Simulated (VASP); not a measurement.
These are LDA (Ceperley-Alder, Perdew-Zunger), VASP's LDA PAW potentials (set 64) (plane waves; VASP 6.6.1) values and carry that method's errors.

VASP ran on this input.

**KPOINTS**
```
Automatic mesh
0
Gamma
6 6 6
0 0 0
```

File POSCAR:
```
ZnO
1
    3.1317610000     0.0000000000     0.0000000000
   -1.5658810000     2.7121850000     0.0000000000
    0.0000000000     0.0000000000    10.2525840000
Zn O
4 4
Direct
  0.0000000000   0.0000000000   0.0000000000
  0.0000000000   0.0000000000   0.5000000000
  0.6666670000   0.3333330000   0.7501800000
  0.3333330000   0.6666670000   0.2501800000
  0.0000000000   0.0000000000   0.8121600000
  0.0000000000   0.0000000000   0.3121600000
  0.6666670000   0.3333330000   0.5632900000
  0.3333330000   0.6666670000   0.0632900000
```

**INCAR**
```
NSW  =  50
IBRION  =  2
SIGMA  =  0.1   ! width (eV)
LCHARG  =  .False.
NELM  =  100   ! most electronic steps
LREAL  =  .False.   ! projection in real space or not
ENCUT  =  320   ! plane-wave cut-off (eV)
LASPH  =  .True.
LMAXMIX  =  4   ! l cut-off of mixed one-centre charges
LWAVE  =  .False.
ALGO  =  Normal   ! blocked Davidson
ISIF  =  3
SYSTEM  =  ZnO
ISMEAR  =  0   ! Gaussian
EDIFFG  =  -0.01   ! ionic stop
EDIFF  =  1E-6   ! SCF stop (eV)
PREC  =  Accurate
```

POTCAR, in this order: Zn O (LDA.64 set). Program: vasp_std.

Output

### OSZICAR
```
...
       N       E                     dE             d eps       ncg     rms          rms(c)
DAV:   1    -0.616573968701E+02   -0.18990E+02   -0.24382E+02  2951   0.222E+02    0.344E+01
DAV:   2    -0.440678907406E+02    0.17590E+02   -0.88115E+01  2855   0.148E+02    0.127E+01
DAV:   3    -0.426156879618E+02    0.14522E+01   -0.68775E+00  3247   0.424E+01    0.592E+00
DAV:   4    -0.421486084546E+02    0.46708E+00   -0.79098E-01  3478   0.136E+01    0.205E+00
DAV:   5    -0.420740149690E+02    0.74593E-01   -0.24076E-01  4217   0.115E+01    0.620E-01
DAV:   6    -0.420747398474E+02   -0.72488E-03   -0.10008E-01  2973   0.417E+00    0.338E-01
DAV:   7    -0.420743205035E+02    0.41934E-03   -0.14579E-02  2994   0.890E-01    0.128E-01
DAV:   8    -0.420744569055E+02   -0.13640E-03   -0.21675E-03  2567   0.755E-01    0.885E-02
DAV:   9    -0.420744007555E+02    0.56150E-04   -0.88606E-04  3982   0.596E-01    0.377E-02
DAV:  10    -0.420743850204E+02    0.15735E-04   -0.14183E-04  3464   0.161E-01    0.147E-02
DAV:  11    -0.420743849387E+02    0.81720E-07   -0.24588E-05  2772   0.585E-02    0.748E-03
DAV:  12    -0.420743840632E+02    0.87553E-06   -0.21872E-06  1884   0.367E-02
   2 F= -.42074384E+02 E0= -.42074384E+02  d E =0.593387E+00
       N       E                     dE             d eps       ncg     rms          rms(c)
DAV:   1    -0.501293473776E+02   -0.80550E+01   -0.11088E+02  2661   0.163E+02    0.187E+01
DAV:   2    -0.438054270923E+02    0.63239E+01   -0.18445E+01  2950   0.701E+01    0.917E+00
DAV:   3    -0.431452529206E+02    0.66017E+00   -0.14912E+00  3287   0.173E+01    0.505E+00
DAV:   4    -0.428918834790E+02    0.25337E+00   -0.36853E-01  3748   0.776E+00    0.114E+00
DAV:   5    -0.428796346631E+02    0.12249E-01   -0.92574E-02  2528   0.221E+00    0.423E-01
DAV:   6    -0.428773375872E+02    0.22971E-02   -0.15980E-02  2644   0.697E-01    0.808E-02
DAV:   7    -0.428774217270E+02   -0.84140E-04   -0.40305E-04  2953   0.403E-01    0.539E-02
DAV:   8    -0.428774275140E+02   -0.57870E-05   -0.66731E-05  3418   0.161E-01    0.245E-02
DAV:   9    -0.428774187441E+02    0.87699E-05   -0.37194E-05  3129   0.623E-02    0.687E-03
DAV:  10    -0.428774189193E+02   -0.17511E-06   -0.11359E-05  2599   0.309E-02    0.291E-03
DAV:  11    -0.428774188661E+02    0.53155E-07   -0.65231E-07  1378   0.280E-02
   3 F= -.42877419E+02 E0= -.42877419E+02  d E =-.209647E+00
       N       E                     dE             d eps       ncg     rms          rms(c)
DAV:   1    -0.428793017397E+02   -0.18828E-02   -0.23772E-02  2840   0.231E+00    0.293E-01
DAV:   2    -0.428778160072E+02    0.14857E-02   -0.53330E-03  2892   0.129E+00    0.121E-01
DAV:   3    -0.428776758783E+02    0.14013E-03   -0.12145E-04  3238   0.133E-01    0.649E-02
DAV:   4    -0.428776195598E+02    0.56319E-04   -0.34236E-05  3710   0.100E-01    0.735E-03
DAV:   5    -0.428776204674E+02   -0.90760E-06   -0.18775E-05  2497   0.311E-02    0.456E-03
DAV:   6    -0.428776204288E+02    0.38599E-07   -0.23379E-07  1370   0.415E-03
   4 F= -.42877620E+02 E0= -.42877620E+02  d E =-.209849E+00
       N       E                     dE             d eps       ncg     rms          rms(c)
DAV:   1    -0.428784153073E+02   -0.79484E-03   -0.11925E-02  2833   0.163E+00    0.210E-01
DAV:   2    -0.428776536552E+02    0.76165E-03   -0.27265E-03  2889   0.918E-01    0.864E-02
DAV:   3    -0.428775829712E+02    0.70684E-04   -0.63353E-05  3241   0.967E-02    0.462E-02
DAV:   4    -0.428775542146E+02    0.28757E-04   -0.14727E-05  3245   0.727E-02    0.491E-03
DAV:   5    -0.428775550355E+02   -0.82098E-06   -0.13104E-05  2460   0.280E-02    0.365E-03
DAV:   6    -0.428775549932E+02    0.42317E-07   -0.15702E-07  1301   0.347E-03
   5 F= -.42877555E+02 E0= -.42877555E+02  d E =-.209784E+00
       N       E                     dE             d eps       ncg     rms          rms(c)
DAV:   1    -0.428775114390E+02    0.43596E-04   -0.23212E-01  2408   0.270E+00    0.183E-01
DAV:   2    -0.428780749415E+02   -0.56350E-03   -0.79676E-03  2999   0.816E-01    0.117E-01
DAV:   3    -0.428779983588E+02    0.76583E-04   -0.29327E-04  2742   0.177E-01    0.733E-02
DAV:   4    -0.428779772600E+02    0.21099E-04   -0.91289E-05  3761   0.272E-01    0.110E-02
DAV:   5    -0.428779785337E+02   -0.12738E-05   -0.46538E-05  3147   0.113E-01    0.798E-03
DAV:   6    -0.428779785692E+02   -0.35492E-07   -0.52425E-06  2471   0.193E-02
   6 F= -.42877979E+02 E0= -.42877979E+02  d E =-.423576E-03
       N       E                     dE             d eps       ncg     rms          rms(c)
DAV:   1    -0.428779825421E+02   -0.40083E-05   -0.56716E-03  2414   0.420E-01    0.271E-02
DAV:   2    -0.428779957097E+02   -0.13168E-04   -0.18966E-04  2865   0.110E-01    0.192E-02
DAV:   3    -0.428779935146E+02    0.21950E-05   -0.45839E-06  2460   0.209E-02    0.109E-02
DAV:   4    -0.428779928415E+02    0.67312E-06   -0.18652E-06  1888   0.197E-02
   7 F= -.42877993E+02 E0= -.42877993E+02  d E =-.437848E-03
       N       E                     dE             d eps       ncg     rms          rms(c)
DAV:   1    -0.428817534020E+02   -0.37599E-02   -0.80543E-02  2922   0.364E+00    0.457E-01
DAV:   2    -0.428784289040E+02    0.33245E-02   -0.16015E-02  2900   0.197E+00    0.184E-01
DAV:   3    -0.428781231955E+02    0.30571E-03   -0.31652E-04  3360   0.250E-01    0.105E-01
DAV:   4    -0.428779902361E+02    0.13296E-03   -0.17281E-04  3460   0.139E-01    0.129E-02
DAV:   5    -0.428779910204E+02   -0.78429E-06   -0.46055E-05  2519   0.607E-02    0.105E-02
DAV:   6    -0.428779899311E+02    0.10893E-05   -0.67408E-06  2771   0.296E-02    0.288E-03
DAV:   7    -0.428779900334E+02   -0.10233E-06   -0.29776E-07  1321   0.137E-02
   8 F= -.42877990E+02 E0= -.42877990E+02  d E =0.280808E-05
       N       E                     dE             d eps       ncg     rms          rms(c)
DAV:   1    -0.428790690039E+02   -0.10791E-02   -0.20668E-02  2938   0.184E+00    0.232E-01
DAV:   2    -0.428782160224E+02    0.85298E-03   -0.41378E-03  2924   0.998E-01    0.933E-02
DAV:   3    -0.428781371981E+02    0.78824E-04   -0.80868E-05  3352   0.123E-01    0.533E-02
DAV:   4    -0.428781025910E+02    0.34607E-04   -0.43069E-05  3457   0.711E-02    0.647E-03
DAV:   5    -0.428781029247E+02   -0.33366E-06   -0.11955E-05  2397   0.322E-02    0.534E-03
DAV:   6    -0.428781025757E+02    0.34905E-06   -0.15445E-06  1278   0.152E-02
   9 F= -.42878103E+02 E0= -.42878103E+02  d E =-.109734E-03
       N       E                     dE             d eps       ncg     rms          rms(c)
DAV:   1    -0.428781041958E+02   -0.12711E-05   -0.41502E-05  2882   0.879E-02    0.106E-02
DAV:   2    -0.428781025125E+02    0.16833E-05   -0.86934E-06  2418   0.502E-02    0.421E-03
DAV:   3    -0.428781023276E+02    0.18483E-06   -0.20487E-07  1225   0.787E-03
  10 F= -.42878102E+02 E0= -.42878102E+02  d E =-.109486E-03
       N       E                     dE             d eps       ncg     rms          rms(c)
DAV:   1    -0.428781030821E+02   -0.56964E-06   -0.12843E-05  2915   0.472E-02    0.588E-03
DAV:   2    -0.428781025081E+02    0.57401E-06   -0.22776E-06  1213   0.252E-02
  11 F= -.42878103E+02 E0= -.42878103E+02  d E =-.109667E-03
       N       E                     dE             d eps       ncg     rms          rms(c)
DAV:   1    -0.428781380019E+02   -0.34920E-04   -0.92593E-03  2456   0.563E-01    0.338E-02
DAV:   2    -0.428781340149E+02    0.39870E-05   -0.15169E-04  2872   0.120E-01    0.186E-02
DAV:   3    -0.428781312646E+02    0.27503E-05   -0.61783E-06  2513   0.242E-02    0.105E-02
DAV:   4    -0.428781301281E+02    0.11365E-05   -0.28552E-06  2192   0.247E-02    0.244E-03
DAV:   5    -0.428781301552E+02   -0.27092E-07   -0.14468E-06  1326   0.164E-02
  12 F= -.42878130E+02 E0= -.42878130E+02  d E =-.276471E-04
```

File OUTCAR:
```
------------------------ aborting loop because EDIFF is reached ----------------------------------------
  FORCE on cell =-STRESS in cart. coord.  units (eV):
  Direction    XX          YY          ZZ          XY          YZ          ZX
  --------------------------------------------------------------------------------------
  Total       -0.0017015     -0.0017015     -0.0477511      0.0000000      0.0000000     -0.0000000
  in kB       -0.0329654     -0.0329654     -0.9251223      0.0000000      0.0000000     -0.0000000
  external PRESSURE =      -0.3303510 kB  Pullay stress =       0.0000000 kB
  volume of cell :       82.70
      direct lattice vectors                 reciprocal lattice vectors
     3.080229954  0.000000010 -0.000000000     0.324651086  0.187437423 -0.000000000
    -1.540115461  2.667557780  0.000000000    -0.000000001  0.374874728  0.000000000
     0.000000000 -0.000000000 10.064630635     0.000000000 -0.000000000  0.099357844
  FREE ENERGIE OF THE ION-ELECTRON SYSTEM (eV)
  ---------------------------------------------------
  free  energy   TOTEN  =       -42.8781301552 eV

  energy  without entropy=      -42.8781301552  energy(sigma->0) =      -42.87813016

 reached required accuracy - stopping structural energy minimisation
```
(Selected blocks of OUTCAR.)

### CONTCAR
```
ZnO
   1.00000000000000
     3.0802299541298961    0.0000000095276673   -0.0000000000000000
    -1.5401154605865770    2.6675577798828241    0.0000000000000000
     0.0000000000000000   -0.0000000000000000   10.0646306350625867
  Zn              O
     4     4
Direct
     0.0000000000000000    1.0000000000000000    0.0000739390854099
     0.0000000000000000    0.0000000000000000    0.5000739390854101
     0.6666669999999968    0.3333330000000032    0.7501788530290663
     0.3333330000000032    0.6666669999999968    0.2501788530290662
     0.0000000000000000    1.0000000000000000    0.8125742414324650
     0.0000000000000000    1.0000000000000000    0.3125742414324651
     0.6666669999999968    0.3333330000000032    0.5628029664530595
     0.3333330000000032    0.6666669999999968    0.0628029664530596
```

OUTCAR:
```
 val. band max:        2.2867844339   @ k =   0.0000   0.0000   0.0000

 cond. band min:       3.1580105320   @ k =   0.0000   0.0000   0.0000


 Fermi energy:         2.7507307826

 k-point     1 :       0.0000    0.0000    0.0000
  band No.  band energies     occupation
      1     -16.8419      2.00000
      2     -16.3947      2.00000
      3     -16.3522      2.00000
      4     -15.8570      2.00000
      5      -4.7419      2.00000
      6      -4.6849      2.00000
      7      -4.6740      2.00000
      8      -4.3253      2.00000
      9      -4.3142      2.00000
     10      -4.3142      2.00000
     11      -4.2073      2.00000
     12      -4.2073      2.00000
     13      -4.1324      2.00000
     14      -4.1324      2.00000
     15      -4.0208      2.00000
     16      -4.0208      2.00000
     17      -2.5729      2.00000
     18      -2.5729      2.00000
     19      -2.5502      2.00000
     20      -2.5502      2.00000
     21      -2.4330      2.00000
     22      -2.4330      2.00000
     23      -2.3707      2.00000
     24      -2.3707      2.00000
     25      -2.0528      2.00000
     26      -0.1659      2.00000
     27      -0.1042      2.00000
     28       1.3033      2.00000
     29       1.3033      2.00000
     30       1.7842      2.00000
     31       1.7842      2.00000
     32       1.8155      2.00000
     33       1.8155      2.00000
     34       2.2115      2.00000
     35       2.2868      2.00000
     36       2.2868      2.00000
     37       3.1580      0.00000
     38       5.8176      0.00000
     39       5.9970      0.00000
     40       8.0802      0.00000
     41      10.7183      0.00000
     42      12.6735      0.00000
     43      12.9592      0.00000

 k-point     2 :       0.1667   -0.0000    0.0000
  band No.  band energies     occupation
      1     -16.6397      2.00000
      2     -16.2392      2.00000
      3     -16.1958      2.00000
      4     -15.7684      2.00000
      5      -4.8192      2.00000
...
```

At this cut-off the stress carries a Pulay error, which pulls relaxed volumes low.  Energy and stress use the plane-wave basis of the starting cell.

The structure was generated: ZnO was put into an ordered model structure, which need not be its known phase. This run relaxes it. Symmetry was kept, so distortions that lower it aren't found. The run is one of a series of settings (EDIFFG = -0.01, ENCUT = 320, GGA removed, IBRION = 2, ISIF = 3, NSW = 50, KPOINTS 6×6×6 Γ-centred mesh, POTCAR Zn O (LDA.64 set) against the base run), some of them coarse on purpose.
